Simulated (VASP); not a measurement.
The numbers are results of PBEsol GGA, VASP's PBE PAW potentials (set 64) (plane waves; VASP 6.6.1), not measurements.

A VASP calculation is set up with these files.

**INCAR**
```
# general
SYSTEM = H
PREC   = Accurate
ENCUT  = 400   # plane-wave cut-off (eV)
LREAL  = .FALSE.   # projection in real space or not
LASPH  = .TRUE.   # aspherical one-centre terms

# electronic loop
EDIFF  = 1E-6   # SCF stop (eV)
NELM   = 100
ALGO   = Normal   # blocked Davidson

# smearing
ISMEAR = 1   # Methfessel-Paxton
SIGMA  = 0.1

# functional
GGA    = PS

# ions
IBRION = 2   # conjugate gradients
NSW    = 60
ISIF   = 3
EDIFFG = -0.01   # ionic stop

# output
LWAVE  = .FALSE.
LCHARG = .FALSE.
```

KPOINTS:
```
Automatic mesh
0
Gamma
22 22 22
0 0 0
```

POSCAR:
```
H
1.0
  1.4387149778   0.0000000000   0.0000000000
  0.0000000000   1.4387149778   0.0000000000
  0.0000000000   0.0000000000   1.4387149778
H
1
Cart
  0.0000000000   0.0000000000   0.0000000000
```

POTCAR, in this order: H (PBE.64 set). Program: vasp_std.

The run wrote:

OSZICAR:
```
       N       E                     dE             d eps       ncg     rms          rms(c)
DAV:   1    -0.233804272170E+01   -0.23380E+01   -0.15180E+02  3564   0.763E+01
DAV:   2    -0.235364087711E+01   -0.15598E-01   -0.15596E-01  3644   0.323E+00
DAV:   3    -0.235364499013E+01   -0.41130E-05   -0.41129E-05  3336   0.318E-02
DAV:   4    -0.235364499018E+01   -0.53426E-10   -0.81636E-10  3496   0.105E-04
DAV:   5    -0.235364499038E+01   -0.19746E-09   -0.49913E-14  2772   0.201E-07    0.512E-01
DAV:   6    -0.235362272802E+01    0.22262E-04   -0.17970E-05  3204   0.483E-02    0.310E-01
DAV:   7    -0.235366217268E+01   -0.39445E-04   -0.58830E-05  3328   0.829E-02    0.101E-02
DAV:   8    -0.235366221518E+01   -0.42505E-07   -0.80104E-08  2168   0.292E-03
   1 F= -.23536622E+01 E0= -.23535787E+01  d E =-.235366E+01
```

**OUTCAR**
```
------------------------ aborting loop because EDIFF is reached ----------------------------------------
  FORCE on cell =-STRESS in cart. coord.  units (eV):
  Direction    XX          YY          ZZ          XY          YZ          ZX
  --------------------------------------------------------------------------------------
  Total       -0.0024894     -0.0024894     -0.0024894      0.0000000      0.0000000     -0.0000000
  in kB       -1.3392895     -1.3392895     -1.3392895      0.0000000      0.0000000     -0.0000000
  external PRESSURE =      -1.3392895 kB  Pullay stress =       0.0000000 kB
  volume of cell :        2.98
      direct lattice vectors                 reciprocal lattice vectors
     1.438714978  0.000000000  0.000000000     0.695064704  0.000000000  0.000000000
     0.000000000  1.438714978  0.000000000     0.000000000  0.695064704  0.000000000
     0.000000000  0.000000000  1.438714978     0.000000000  0.000000000  0.695064704
 POSITION                                       TOTAL-FORCE (eV/Angst)
 -----------------------------------------------------------------------------------
      0.00000      0.00000      0.00000         0.000000      0.000000      0.000000
 -----------------------------------------------------------------------------------
    total drift:                               -0.000000     -0.000000     -0.000000
  FREE ENERGIE OF THE ION-ELECTRON SYSTEM (eV)
  ---------------------------------------------------
  free  energy   TOTEN  =        -2.3536622152 eV

  energy  without entropy=       -2.3534116104  energy(sigma->0) =       -2.35357868

 reached required accuracy - stopping structural energy minimisation
```
(Selected blocks of OUTCAR.)

The structure was generated: H was put into the simple-cubic type (Pm-3m), which need not be its known phase. It was relaxed first, which changed the volume by -11 %. The start is the result of an earlier pass.
